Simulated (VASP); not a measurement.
Output of a VASP run:

### OUTCAR
```
 ion  position               nearest neighbor table
   1  1.000  0.001  0.999-  46 2.56  29 2.57  33 2.57  27 2.58
   2  0.995  0.010  0.328-  28 2.57  34 2.57  27 2.58  47 2.58
   3  0.003  0.001  0.666-  48 2.56  29 2.57  35 2.57  28 2.57
   4  0.007  0.333  0.997-  30 2.53  27 2.55  49 2.60  32 2.87
   5  0.995  0.335  0.328-  31 2.56  30 2.57  28 2.57  50 2.58
   6  0.995  0.330  0.659-  51 2.53  29 2.55  31 2.55  32 2.61
   7  0.001  0.668  0.999-  52 2.57  35 2.57  30 2.57  33 2.58
   8  0.999  0.668  0.332-  33 2.56  53 2.57  31 2.57  34 2.58
   9  0.009  0.677  0.660-  35 2.53  34 2.55  54 2.55  32 2.64
  10  0.340  0.993  0.005-  38 2.50  36 2.56  43 2.59  27 2.60
  11  0.332  0.002  0.336-  36 2.56  37 2.57  44 2.57  28 2.57
  12  0.338  0.998  0.671-  38 2.52  45 2.57  29 2.57  37 2.58
  13  0.342  0.336  0.992-  42 2.50  39 2.58  36 2.59  30 2.62
  14  0.326  0.331  0.328-  39 2.53  37 2.55  31 2.56  40 2.61
  15  0.335  0.668  0.002-  45 2.55  39 2.57  33 2.57  43 2.58
  16  0.326  0.678  0.342-  44 2.53  43 2.55  34 2.55  40 2.64
  17  0.343  0.654  0.676-  42 2.49  45 2.56  44 2.60  35 2.61
  18  0.666  0.002  0.999-  36 2.56  48 2.57  52 2.58  46 2.58
  19  0.665  0.001  0.334-  46 2.56  37 2.57  53 2.57  47 2.58
  20  0.671  0.993  0.674-  38 2.50  48 2.57  54 2.59  47 2.60
  21  0.670  0.333  0.003-  46 2.56  39 2.57  51 2.57  49 2.57
  22  0.665  0.332  0.341-  50 2.54  47 2.54  49 2.60  40 2.88
  23  0.657  0.336  0.676-  42 2.48  51 2.58  48 2.60  50 2.62
  24  0.669  0.665  0.003-  52 2.57  54 2.57  43 2.57  49 2.58
  25  0.667  0.669  0.334-  52 2.57  44 2.57  50 2.57  53 2.57
  26  0.669  0.668  0.668-  45 2.56  53 2.57  51 2.57  54 2.58
  27  0.087  0.085  0.078-   4 2.55   2 2.58   1 2.58  10 2.60
  28  0.082  0.085  0.415-   2 2.57   5 2.57   3 2.57  11 2.57
  29  0.087  0.083  0.749-   6 2.55   3 2.57   1 2.57  12 2.57
  30  0.088  0.418  0.078-   4 2.53   7 2.57   5 2.57  13 2.62
  31  0.077  0.419  0.411-   6 2.55  14 2.56   5 2.56   8 2.57
  32  0.096  0.422  0.718-  41 2.14   6 2.61   9 2.64   4 2.87
  33  0.085  0.751  0.083-   8 2.56   1 2.57  15 2.57   7 2.58
  34  0.078  0.760  0.412-   9 2.55  16 2.55   2 2.57   8 2.58
  35  0.090  0.751  0.750-   9 2.53   7 2.57   3 2.57  17 2.61
  36  0.417  0.084  0.087-  11 2.56  18 2.56  10 2.56  13 2.59
  37  0.415  0.084  0.421-  14 2.55  19 2.57  11 2.57  12 2.58
  38  0.428  0.061  0.762-  10 2.50  20 2.50  12 2.52
  39  0.420  0.418  0.082-  14 2.53  21 2.57  15 2.57  13 2.58
  40  0.384  0.423  0.429-  41 2.15  14 2.61  16 2.64  22 2.88
  41  0.299  0.326  0.632-  32 2.14  40 2.15
  42  0.416  0.412  0.749-  23 2.48  17 2.49  13 2.50
  43  0.420  0.741  0.095-  16 2.55  24 2.57  15 2.58  10 2.59
  44  0.417  0.752  0.423-  16 2.53  25 2.57  11 2.57  17 2.60
  45  0.420  0.748  0.753-  15 2.55  17 2.56  26 2.56  12 2.57
  46  0.750  0.083  0.085-  21 2.56   1 2.56  19 2.56  18 2.58
  47  0.744  0.085  0.421-  22 2.54   2 2.58  19 2.58  20 2.60
  48  0.754  0.084  0.750-   3 2.56  18 2.57  20 2.57  23 2.60
  49  0.754  0.414  0.087-  21 2.57  24 2.58   4 2.60  22 2.60
  50  0.745  0.419  0.421-  22 2.54  25 2.57   5 2.58  23 2.62
  51  0.750  0.418  0.753-   6 2.53  21 2.57  26 2.57  23 2.58
  52  0.751  0.752  0.084-  25 2.57   7 2.57  24 2.57  18 2.58
  53  0.749  0.751  0.419-   8 2.57  19 2.57  26 2.57  25 2.57
  54  0.761  0.741  0.753-   9 2.55  24 2.57  26 2.58  20 2.59
 Subroutine IBZKPT returns following result:
 Found      1 irreducible k-points:

 Following reciprocal coordinates:
            Coordinates               Weight
  0.000000  0.000000  0.000000      1.000000
   k-points           NKPTS =      1   k-points in BZ     NKDIM =      1   number of bands    NBANDS=    288
   number of dos      NEDOS =    301   number of ions     NIONS =     54
   total plane-waves  NPLWV = 262144
   dimension x,y,z NGX =    64 NGY =   64 NGZ =   64
   dimension x,y,z NGXF=   128 NGYF=  128 NGZF=  128
   ions per type =              26  28
   PREC   = normal    normal or accurate (medium, high low for compatibility)
   ISTART =      0    job   : 0-new  1-cont  2-samecut
   ICHARG =      2    charge: 1-file 2-atom 10-const
   ISPIN  =      2    spin polarized calculation?
   LNONCOLLINEAR =      F non collinear calculations
   LSORBIT =      F    spin-orbit coupling
   INIWAV =      1    electr: 0-lowe 1-rand  2-diag
   ENCUT  =  400.0 eV  29.40 Ry    5.42 a.u.  20.53 20.53 20.53*2*pi/ulx,y,z
   NELM   =    100;   NELMIN=  4; NELMDL= -5     # of ELM steps
   EDIFF  = 0.1E-04   stopping-criterion for ELM
   LREAL  =      T    real-space projection
   NLSPLINE    = F    spline interpolate recip. space projectors
   LMAXMIX     =    4 max onsite mixed and CHGCAR
...
```

OSZICAR:
```
       N       E                     dE             d eps       ncg     rms          rms(c)
DAV:   1     0.432710018792E+04    0.43271E+04   -0.22599E+05  1168   0.133E+03
DAV:   2     0.198689571916E+03   -0.41284E+04   -0.39637E+04  1280   0.392E+02
DAV:   3    -0.167243756615E+03   -0.36593E+03   -0.36202E+03  1312   0.116E+02
DAV:   4    -0.176703236038E+03   -0.94595E+01   -0.93967E+01  1280   0.173E+01
DAV:   5    -0.176921082253E+03   -0.21785E+00   -0.21744E+00  1296   0.247E+00    0.425E+01
RMM:   6    -0.160918190125E+03    0.16003E+02   -0.37549E+01  1152   0.866E+00    0.347E+01
RMM:   7    -0.160678543556E+03    0.23965E+00   -0.18174E+01  1152   0.503E+00    0.121E+01
RMM:   8    -0.160491901401E+03    0.18664E+00   -0.10413E+00  1152   0.173E+00    0.594E+00
RMM:   9    -0.160469450092E+03    0.22451E-01   -0.54477E-01  1152   0.111E+00    0.157E+00
RMM:  10    -0.160472934571E+03   -0.34845E-02   -0.61432E-02  1162   0.478E-01    0.586E-01
RMM:  11    -0.160474193273E+03   -0.12587E-02   -0.15164E-02  1187   0.185E-01    0.330E-01
RMM:  12    -0.160475907014E+03   -0.17137E-02   -0.28983E-03  1152   0.974E-02    0.249E-01
RMM:  13    -0.160475912751E+03   -0.57362E-05   -0.66198E-04  1160   0.454E-02    0.390E-02
RMM:  14    -0.160475919608E+03   -0.68572E-05   -0.13783E-04  1037   0.213E-02    0.444E-02
RMM:  15    -0.160475934677E+03   -0.15070E-04   -0.49806E-05   863   0.115E-02    0.259E-02
RMM:  16    -0.160475939255E+03   -0.45772E-05   -0.13960E-05   710   0.625E-03
   1 F= -.16047594E+03 E0= -.16047594E+03  d E =-.160476E+03  mag=     1.0000
       N       E                     dE             d eps       ncg     rms          rms(c)
DAV:   1    -0.160476841639E+03   -0.90696E-03   -0.51609E-01  1248   0.127E+00    0.226E-01
RMM:   2    -0.160477281658E+03   -0.44002E-03   -0.53127E-03  1152   0.143E-01    0.537E-02
RMM:   3    -0.160477352675E+03   -0.71017E-04   -0.77655E-04  1152   0.567E-02    0.479E-02
RMM:   4    -0.160477349153E+03    0.35216E-05   -0.11270E-04  1151   0.212E-02    0.262E-02
RMM:   5    -0.160477349458E+03   -0.30477E-06   -0.32461E-05   802   0.101E-02
   2 F= -.16047735E+03 E0= -.16047735E+03  d E =-.141020E-02  mag=     1.0000
```

File OUTCAR:
```
------------------------ aborting loop because EDIFF is reached ----------------------------------------
  FORCE on cell =-STRESS in cart. coord.  units (eV):
  Direction    XX          YY          ZZ          XY          YZ          ZX
  --------------------------------------------------------------------------------------
  Total       13.0435886     14.8810352     13.1330284      0.7692491      0.7434018      2.9673384
  in kB       14.8073787     16.8932900     14.9089128      0.8732691      0.8439267      3.3685901
  external PRESSURE =      15.5365272 kB  Pullay stress =       0.0000000 kB
  volume of cell :     1411.33
      direct lattice vectors                 reciprocal lattice vectors
     0.000000000  8.902934221  8.902934221    -0.056161260  0.056161260  0.056161260
     8.902934221  0.000000000  8.902934221     0.056161260 -0.056161260  0.056161260
     8.902934221  8.902934221  0.000000000     0.056161260  0.056161260 -0.056161260
  FREE ENERGIE OF THE ION-ELECTRON SYSTEM (eV)
  ---------------------------------------------------
  free  energy   TOTEN  =      -160.4773494578 eV

  energy  without entropy=     -160.4773494578  energy(sigma->0) =     -160.47734946

 total charge

# of ion       s       p       d       tot
------------------------------------------
    1        0.416   0.299   9.564  10.279
    2        0.418   0.299   9.562  10.279
    3        0.415   0.302   9.564  10.281
    4        0.425   0.266   9.562  10.253
    5        0.418   0.301   9.563  10.282
    6        0.425   0.306   9.563  10.294
    7        0.416   0.300   9.564  10.279
    8        0.416   0.299   9.564  10.279
    9        0.424   0.301   9.561  10.286
   10        0.418   0.304   9.563  10.285
   11        0.415   0.302   9.564  10.281
   12        0.415   0.305   9.565  10.286
   13        0.421   0.301   9.563  10.285
   14        0.425   0.307   9.563  10.294
   15        0.415   0.299   9.564  10.278
   16        0.424   0.301   9.561  10.286
   17        0.421   0.306   9.563  10.290
   18        0.417   0.299   9.564  10.280
   19        0.416   0.300   9.564  10.280
   20        0.418   0.303   9.563  10.285
   21        0.417   0.300   9.564  10.281
   22        0.425   0.265   9.562  10.252
   23        0.422   0.302   9.563  10.286
   24        0.416   0.299   9.564  10.279
   25        0.416   0.300   9.564  10.280
   26        0.415   0.300   9.564  10.279
   27        1.324   2.396   0.000   3.720
   28        1.322   2.402   0.000   3.724
   29        1.320   2.405   0.000   3.725
   30        1.324   2.398   0.000   3.722
   31        1.322   2.406   0.000   3.728
   32        1.346   2.326   0.000   3.672
   33        1.321   2.403   0.000   3.724
   34        1.323   2.403   0.000   3.726
   35        1.321   2.404   0.000   3.725
   36        1.320   2.404   0.000   3.724
   37        1.320   2.405   0.000   3.725
   38        1.334   2.377   0.000   3.711
   39        1.324   2.400   0.000   3.725
   40        1.346   2.326   0.000   3.672
   41        1.415   2.155   0.000   3.570
   42        1.336   2.378   0.000   3.714
   43        1.325   2.394   0.000   3.719
   44        1.321   2.404   0.000   3.725
   45        1.322   2.405   0.000   3.727
   46        1.322   2.403   0.000   3.725
   47        1.324   2.397   0.000   3.720
   48        1.320   2.403   0.000   3.724
...
```
(Selected blocks of OUTCAR.)

### POSCAR
```
Cd26S28
1
    0.0000000000     8.9029342209     8.9029342209
    8.9029342209     0.0000000000     8.9029342209
    8.9029342209     8.9029342209     0.0000000000
Cd S
26 28
Direct
  0.9997017867   0.0006716550   0.9985238142
  0.9948862592   0.0099972126   0.3278920436
  0.0027526227   0.0011796342   0.6655897317
  0.0072496039   0.3325664440   0.9972290062
  0.9948778377   0.3349384595   0.3275037298
  0.9947613289   0.3299629528   0.6588643863
  0.0006688195   0.6681131298   0.9993627127
  0.9989756969   0.6680012154   0.3323489692
  0.0087203915   0.6770559602   0.6597013466
  0.3402668662   0.9928620292   0.0052329530
  0.3323374298   0.0016691572   0.3359446498
  0.3377538303   0.9981742127   0.6711735299
  0.3422390336   0.3357161946   0.9915205659
  0.3256508929   0.3306902860   0.3276040208
  0.3354653876   0.6678092147   0.0017963292
  0.3259878193   0.6780158607   0.3419638162
  0.3434140746   0.6540575054   0.6755879266
  0.6658548012   0.0022539569   0.9991110427
  0.6649369890   0.0009133274   0.3340714330
  0.6714009546   0.9927169342   0.6739940994
  0.6698944574   0.3325795379   0.0029800882
  0.6646474900   0.3324202697   0.3406307786
  0.6574236025   0.3364451167   0.6758132387
  0.6694305668   0.6645094042   0.0027829687
  0.6668729795   0.6687495516   0.3335189958
  0.6685503868   0.6680097341   0.6684686141
  0.0873753758   0.0849882529   0.0775103228
  0.0819965823   0.0851069520   0.4152964096
  0.0874320467   0.0829980955   0.7488247976
  0.0875237189   0.4182414176   0.0778203460
  0.0771633373   0.4186202134   0.4106795476
  0.0963515837   0.4216959813   0.7182876753
  0.0850224388   0.7506565753   0.0830061037
  0.0783165534   0.7597629750   0.4122190539
  0.0904109399   0.7511713590   0.7495610601
  0.4167005173   0.0837529164   0.0872217772
  0.4154069149   0.0836128359   0.4206396893
  0.4281912968   0.0609455890   0.7621283517
  0.4200814313   0.4176270407   0.0824214680
  0.3842702974   0.4227091876   0.4290220880
  0.2986543727   0.3259747049   0.6318422680
  0.4161829377   0.4122162789   0.7488574221
  0.4197175288   0.7410915520   0.0946831298
  0.4171425121   0.7515033830   0.4227252589
  0.4198449487   0.7481966282   0.7532999843
  0.7503399324   0.0832658019   0.0845752393
  0.7443896641   0.0852363224   0.4211322149
  0.7537604632   0.0842319127   0.7495746728
  0.7543249149   0.4140012043   0.0874169441
  0.7445874283   0.4187921228   0.4209501608
  0.7495343138   0.4179032068   0.7530607286
  0.7509979649   0.7515548956   0.0838951345
  0.7494726774   0.7511519948   0.4186255789
  0.7611493974   0.7411816432   0.7530927813
```

### Question
Write an INCAR and KPOINTS that could have produced this output.

### Answer
Several could match; the one computed here: the input of the run itself, PBE GGA, plane waves, VASP's PBE PAW potentials (set 64).

### KPOINTS
```
Automatic mesh
0
Gamma
1 1 1
0 0 0
```

**INCAR**
```
ISIF = 2
EDIFFG = -0.03   # ionic stop
GGA = PE
SYSTEM = Cd26S28
LASPH = T   # aspherical one-centre terms
ALGO = Fast   # Davidson, then RMM-DIIS
NELMIN = 4
EDIFF = 1E-5
LORBIT = 10
NUPDOWN = 1
ISYM = 0
IBRION = 2   # conjugate gradients
LWAVE = F
PREC = Normal
LREAL = Auto   # projection in real space or not
NELECT = 481.0
ENCUT = 400   # plane-wave cut-off (eV)
LCHARG = F
NELM = 100   # most electronic steps
SIGMA = 0.05   # width (eV)
ISMEAR = 0
ISPIN = 2   # spin-polarised
LMAXMIX = 4
NSW = 120   # most ionic steps
```

POTCAR, in this order: Cd S (PBE.64 set). Program: vasp_gam. The INCAR's line for the spin-polarised start is left out here.

The cell is charged, with a uniform compensating background. The supercell is sampled at Γ alone, which is coarse: total energies, pressure and levels can be off, energies of defects by several tenths of an eV. The run has a spin-polarised start.

The cell is a supercell with a defect, built from a database entry that may be metastable or hypothetical: S_Cd, charge -1.
